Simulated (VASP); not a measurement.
Shape and ions are relaxed at each volume.

Energy against volume of CdS (wurtzite). Computed with vdW-DF2, VASP's PBE PAW potentials (set 64) (plane waves; VASP).

```
V (Å³/atom)  E (eV/atom)
-----------  -----------
26.390          -0.51471
27.232          -0.52746
28.074          -0.53159
28.917          -0.52844
29.759          -0.51911
```

Q: Fit a third-order Birch-Murnaghan equation of state.

A: 
```yaml
volume_per_atom: 28.11 Å^3/atom
bulk_modulus: 45.9 GPa
pressure_derivative_of_the_bulk_modulus: 4.54
```

Measured: bulk modulus 60.7 GPa (computed value off by -24.4 %), as given by Cormac Toher et al., Physical Review Materials (2017), arXiv:1611.05714. The calculation is for a static lattice, while the measured bulk modulus holds thermal and zero-point effects, which are part of the difference.

The compound is CdS in the wurtzite structure. It was relaxed first, which changed the volume by +13 %.
